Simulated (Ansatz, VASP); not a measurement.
**NaSbSe3 in two plane-wave programs**

Wanted: the spread between two codes on one cell, functional and k mesh. The cell is generated by rule, not measured, and may not be a known phase. The cell is taken from a series of runs on this material, whose earlier steps may have relaxed, scaled, displaced or heated it; both programs get it as it stands.

Program: Ansatz 0.2.0. Level of theory: plane waves, with VASP 6.6.1 beside it; relaxation of cell and atoms at r2SCAN. Results are calculated unless marked as measured.

The structure was built from a prototype and need not be the compound's stable phase.

## (1) Set-up

It takes space group R32 (No. 155, trigonal). The conventional cell has a = 7.760 Å, b = 7.760 Å, c = 8.615 Å, α = 90.00°, β = 90.00°, γ = 120.00°. Nearest to Na lie 3 Se at 2.86 Å. Nearest to Sb lie 6 Se at 2.85 Å. Nearest to Se lie 2 Sb at 2.85 Å and 1 Na at 2.86 Å and 2 Se at 2.91 Å. Farther neighbours and most contacts between anions are not listed.

Coordinates:

```cif
data_structure
_symmetry_space_group_name_H-M 'P 1'
_symmetry_Int_Tables_number 1
_cell_length_a 5.3216
_cell_length_b 5.3216
_cell_length_c 5.3216
_cell_angle_alpha 93.624
_cell_angle_beta 93.624
_cell_angle_gamma 93.624
_cell_volume 149.76
loop_
_atom_site_label
_atom_site_type_symbol
_atom_site_fract_x
_atom_site_fract_y
_atom_site_fract_z
_atom_site_occupancy
Na1 Na 0.00000 0.00000 0.00000 1
Sb2 Sb 0.50000 0.50000 0.50000 1
Se3 Se 0.36910 0.63090 0.00000 1
Se4 Se 0.00000 0.36910 0.63090 1
Se5 Se 0.63090 0.00000 0.36910 1
```

## (2) Ansatz: relaxation of cell and atoms, r2SCAN

Ansatz runs on its PAW soft_1 files.

The relaxed volume is the usual yardstick between codes: in a stiff, nearly cubic crystal its relative difference is about their pressure difference at one cell divided by the bulk modulus.

Contents of input.yaml:

```yaml
crystal:
  lattice:
    - [3.8800131297, 2.2401266249, 2.871664439]
    - [-3.8800131297, 2.2401266249, 2.871664439]
    - [0.0, -4.4802532498, 2.871664439]
  atoms:
    - { symbol: Na, position: [0.0, 0.0, 0.0] }
    - { symbol: Sb, position: [0.5, 0.5, 0.5] }
    - { symbol: Se, position: [0.3690979459, 0.6309020541, 0.0] }
    - { symbol: Se, position: [0.0, 0.3690979459, 0.6309020541] }
    - { symbol: Se, position: [0.6309020541, 0.0, 0.3690979459] }
kpoints:
  mp_grid: { grid: [9, 9, 9] }
hamiltonian:
  xc: r2scan
  pseudopotentials: { kind: paw, azcp: { folder: soft_1 } }
scf:
  occupations: { method: methfessel_paxton, width: 0.2 }
output:
  forces: true
  stress: true
  eigenvalues: true
relax:
  adjacent_minimum: "off"
  f_tol: 0.001
  max_steps: 60
  cell: { stress_tol: 0.01 }
```

Started as:

```console
ansatz run input.yaml --threads 8 --pin off --max-ram 16384MiB --backend cpu --events-out ev --progress --plain --runs-dir out
```

Numbers of over 12 decimals in the logs are rounded to 6 here.

The log of the run:

```text
Engine: ansatz 0.2.0, aarch64-unknown-linux-gnu
Pseudopotentials: kind: paw
Pseudopotential: Na, paw, valence charge 9, recommended cutoff 500 eV (meta_gga), soft_1/Na.paw.azcp
Pseudopotential: Sb, paw, valence charge 15, recommended cutoff 500 eV (meta_gga), soft_1/Sb.paw.azcp
Pseudopotential: Se, paw, valence charge 16, recommended cutoff 500 eV (meta_gga), soft_1/Se.paw.azcp
Functional definition: r2SCAN
  parameter k0 = 0.174
  parameter k1 = 0.065
  parameter a1 = 4.9479
  exchange = r2scan_x(k0 = k0, k1 = k1, a1 = a1)
  correlation = r2scan_c
Crystal: 5 atoms, lattice volume = 149.758 Å³
Basis set: ecut = 500 eV, 3773 PW (Γ), exchange–correlation on 160×160×160 points (64 copies of the dense FFT grid, shifted against one another)
Bands: 44, of which v1, the nominal top of the filled ones, is band 36 counted from 1 (35 counted from 0)
Symmetry: 6 space group operations
Space group: R32 (ITA 155), of the structure as read, at distance tolerance 5.3e-5 Å
k-points: 85 of 729 (time reversal used)
Non-local potential: Na, projectors of the file, l = 0: 3, l = 1: 2, l = 2: 1
Non-local potential: Sb, projectors of the file, l = 0: 2, l = 1: 2, l = 2: 2, l = 3: 1
Non-local potential: Se, projectors of the file, l = 0: 2, l = 1: 2, l = 2: 3, l = 3: 1
PAW form: soft (Blöchl's): semilocal exchange-correlation on the pseudo side does not see the compensation charge
PAW frozen core: Na, regenerated for the run's functional (the file was generated under x = pbe(κ = 0.804, μ = 0.219515), c = pbe(β = 0.066725))
PAW frozen core: Sb, regenerated for the run's functional (the file was generated under x = pbe(κ = 0.804, μ = 0.219515), c = pbe(β = 0.066725))
PAW frozen core: Se, regenerated for the run's functional (the file was generated under x = pbe(κ = 0.804, μ = 0.219515), c = pbe(β = 0.066725))
PAW one-centre angular grid: Na, 302 points (default); XC on 317 of its mesh's 2451 points in the sphere
PAW one-centre angular grid: Sb, 590 points (default); XC on 160 Gauss nodes
PAW one-centre angular grid: Se, 590 points (default); XC on 160 Gauss nodes
Initial density: superposition of atomic densities (chi_scale 0.1, normalization cell, long waves kept (reshape's long-wave potential 0.01 eV rms))
Initial wavefunctions: pseudopotential atomic-orbital guess
Functional: x = r2scan, c = r2scan; τ floored in thin density (d = 2e-4 eV/Å³)
SCF iter   1: F=—  HF=-24424.957650 eV  |F-HF|=—  |Δ(HF+E_count)|=         —  Δρ=4.31e-2  dr2=2.68e0  dr2_τ=5.71e-3  ethr=3.10e-3  ⟨swp⟩=7.3  Hψ=14336  notcnv=0
preconditioner: auto → Resta (q_TF=auto, 2.415 Å⁻¹)  ε∞=3.3  [insulator: Δε(μ)=0.145 eV  Ē_g=9.718 eV  σ=0.200 eV  W_gap=0.55  n_scr=32 (ndim 8)  ℏωp=14.9 eV  f_vac=0.126  D(μ)=0.20/eV (n_scr^D=0)  ε∞_Penn≈3.3]
SCF iter   2: F=—  HF=-24424.141041 eV  |F-HF|=—  |Δ(HF+E_count)|=   8.17e-1  S|Δr|=    0.00e0  Δρ=1.86e-2  dr2=6.86e-1  dr2_τ=1.43e-2  ethr=3.10e-3  ⟨swp⟩=2.7  Hψ=8086  notcnv=0  defer=192
SCF iter   3: F=—  HF=-24423.927269 eV  |F-HF|=—  |Δ(HF+E_count)|=   2.14e-1  S|Δr|=    0.00e0  Δρ=3.86e-3  dr2=3.66e-2  dr2_τ=2.82e-4  ethr=9.53e-4  ⟨swp⟩=2.6  Hψ=5388  notcnv=0  defer=192
SCF iter   4: F=—  HF=-24423.924490 eV  |F-HF|=—  |Δ(HF+E_count)|=   2.78e-3  S|Δr|=    0.00e0  Δρ=1.06e-3  dr2=2.01e-3  dr2_τ=5.72e-5  ethr=5.08e-5  ⟨swp⟩=2.0  Hψ=6861  notcnv=0  defer=190
SCF iter   5: F=—  HF=-24423.925174 eV  |F-HF|=—  |Δ(HF+E_count)|=   6.85e-4  S|Δr|=    0.00e0  Δρ=2.13e-4  dr2=7.15e-5  dr2_τ=4.69e-6  ethr=2.80e-6  ⟨swp⟩=2.0  Hψ=6611  notcnv=0  defer=190
SCF iter   6: F=—  HF=-24423.925167 eV  |F-HF|=—  |Δ(HF+E_count)|=   7.40e-6  S|Δr|=    0.00e0  Δρ=7.52e-5  dr2=1.17e-5  dr2_τ=3.66e-7  ethr=9.93e-8  ⟨swp⟩=2.0  Hψ=6711  notcnv=0  defer=190
SCF iter   7: F=—  HF=-24423.925169 eV  |F-HF|=—  |Δ(HF+E_count)|=   2.53e-6  S|Δr|=    0.00e0  Δρ=3.25e-5  dr2=2.29e-6  dr2_τ=4.32e-8  ethr=1.63e-8  ⟨swp⟩=2.0  Hψ=6526  notcnv=0  defer=190
SCF iter   8: F=—  HF=-24423.925170 eV  |F-HF|=—  |Δ(HF+E_count)|=   8.56e-7  S|Δr|=    0.00e0  Δρ=1.06e-5  dr2=2.94e-7  dr2_τ=4.54e-9  ethr=3.19e-9  ⟨swp⟩=2.1  Hψ=5405  notcnv=0  defer=190
SCF iter   9: F=-24423.925170 eV  HF=-24423.925170 eV  |F-HF|=1.47e-8  |Δ(HF+E_count)|=   1.55e-7  S|Δr|=    0.00e0  Δρ=3.21e-6  dr2=2.13e-8  dr2_τ=5.58e-10  ethr=1.39e-10  ⟨swp⟩=12.9  Hψ=17438  notcnv=0
SCF 1 converged in 9 iterations: F = -24423.925170 eV  dr2 = 2.13e-8
  greatest PAW one-centre occupation: 1.002 electrons in one spin orbital (limit 2), on the Na atom at site 0 (counted from 0), in its partial waves of l = 0
relax step   1: F+E_penalty+E_count = -24423.92517049 eV  Δ(F+E_penalty+E_count) = +0.000e0 eV  max|allowed force component| = 1.208e-3 eV/Å  Δτ_max = 0.0000 Å  P = +0.006 GPa  Ω = 149.758 Å³  (9 SCF iters, dr2 threshold 1.00e-7 eV, accepted)
[...]
relax step   2: F+E_penalty+E_count = -24423.92517115 eV  Δ(F+E_penalty+E_count) = -6.578e-7 eV  max|allowed force component| = 1.268e-4 eV/Å  Δτ_max = 0.0006 Å  P = -0.004 GPa  Ω = 149.799 Å³  energy of the carried Pulay correction = -2.630e-6 eV  (6 SCF iters, dr2 threshold 3.36e-10 eV, accepted)
[...]
relax step   3: F+E_penalty+E_count = -24423.92517467 eV  Δ(F+E_penalty+E_count) = -3.523e-6 eV  max|allowed force component| = 1.263e-4 eV/Å  Δτ_max = 0.0000 Å  P = -0.004 GPa  Ω = 149.799 Å³  stress off target by 8.02e-3 GPa  SCF on the basis re-selected at this cell (its energy is not comparable with the rows above)  (5 SCF iters)
basis re-selected at this cell: Δ(F+E_penalty+E_count) = -3.523e-6 eV, ΔP = +0.000 GPa vs the last step (what re-selecting the basis moved, of the pressure what is left beyond the Pulay correction that the steps carried, after the strain that the cell walked since its last selection, with what the two solves' SCF thresholds leave and, on support functions, any second-order correction that the steps lacked; it is no m [...]
SCF converged after 5 iterations
Stability not checked: this state was not tested for a lower state beside it, because cold or Methfessel-Paxton smearing, or corrected tetrahedra, fill the levels in a way that the test cannot read (fill_not_monotonic; see scf.lower_state_search)
Free energy (F): -24423.925175 eV
Harris-Foulkes:  -24423.925175 eV  (|F-HF|=7.28e-12)
Internal energy: -24423.928569 eV  (E = F + TS)
E sigma→0 (E₀):  -24423.926023 eV
Entropy (-TS):   0.003394 eV (0.679 meV/atom)
Fermi energy:    5.455147 eV
--- Per-component energies (eV) ---
  E_band       = -1761.628433
  E_kinetic    = 603.955500
  E_local      = -12252.672597  (includes V_loc(G=0)·N_el)
  E_nonlocal   = -394.202256
  E_hartree    = 5885.367237
  E_xc         = -367.687251
  E_vxc        = -439.679933  (∫ρ·V_xc dr)
  E_paw        = -11286.389214  (= ΣΔE_a)
  E_vpaw       = -1075.504707  (= ΣTr[D̂ρ^β])
  E_aug_tail   = -0.000026  (compensation charges beyond the density's cutoff)
  E_vtau       = 25.741158  (kinetic-family band-sum trace: ∫τ·v_τ [+ j·A + Jᵃ·Aᵃ] dr)
  E_ewald      = -6607.485472
  E_core_change = -4.814490  (= ΣΔE_core)
  E_smearing   = 0.003394  (= −TS)
  E_closure    = 0.000000  (closes the sum)
  Σ components = -24423.925175   (vs F -24423.925175, Δ=0.00e0)
--- Forces (eV/Å), atoms counted from 1 ---
  atom   1  Na    -0.00000000     0.00000000     0.00000000
  atom   2  Sb     0.00000000    -0.00000000    -0.00000000
  atom   3  Se     0.00012633     0.00000000     0.00000000
  atom   4  Se    -0.00006316     0.00010940    -0.00000000
  atom   5  Se    -0.00006316    -0.00010940     0.00000000
  max |Σ_I F_I| component: 1.94e-16 eV/Å
--- Stress (GPa, compression-positive) ---
       -0.001737      -0.000000       0.000000
       -0.000000      -0.001737       0.000000
        0.000000       0.000000      -0.008019
  P = ⅓ Tr σ = -0.0038 GPa (-0.038 kbar)
--- Band table (eV; the first three rows and the last of 85) ---
  k-point 0: bands = [... 32 lower, 2.8986, 3.5008, 3.5008, 4.6645, 7.1276, 7.8910, 7.8910, 8.3506, ... 4 higher]
  k-point 1: bands = [... 32 lower, 2.9266, 3.1568, 3.9475, 4.6047, 7.0334, 7.5550, 8.1929, 8.5613, ... 4 higher]
  k-point 2: bands = [... 32 lower, 2.9499, 3.0596, 4.2900, 4.5339, 6.8560, 7.2807, 8.4152, 8.9604, ... 4 higher]
  k-point 84: bands = [... 32 lower, 4.0523, 4.3539, 5.2938, 5.4895, 5.9906, 6.6877, 8.2077, 8.5353, ... 4 higher]
--- Relaxed structure (2 steps of the walk, 2 accepted, 1 SCFs on fresh bases) ---
  F+E_penalty+E_count = -24423.92517467 eV   max|allowed force component| = 1.263e-4 eV/Å   (the final SCF, on the basis selected at the relaxed cell)
  cell:  # Å, volume = 149.7993 Å³
    - [3.880750, 2.240552, 2.871361]
    - [-3.880750, 2.240552, 2.871361]
    - [0, -4.481104, 2.871361]
  atoms:
    - { symbol: Na, position: [0, 0, 0] }
    - { symbol: Sb, position: [0.500000, 0.500000, 0.500000] }
    - { symbol: Se, position: [0.369027, 0.630973, 0.0] }
    - { symbol: Se, position: [-5.551115123125783e-17, 0.369027, 0.630973] }
    - { symbol: Se, position: [0.630973, -1.1102230246251565e-16, 0.369027] }
```

Reading the cycles: dr2 is the Hartree energy of the density residual (eV), the measure of convergence; HF is the Harris–Foulkes estimate of the energy, which meets the free energy F at convergence.

[end of part 1 of 2]

[Lines on the potential files, build, host, timing and source positions are cut from VASP's logs without a mark.]

[Logs are printed without paths, hosts, clocks, repeated set-up lines and the standing remarks that a program may print on its own settings, such as how far it seeks lower states.]

[Hosts, paths, dates, database ids (printed as entryN), source tags and the programs' standing remarks are cut or masked in the printed files.]
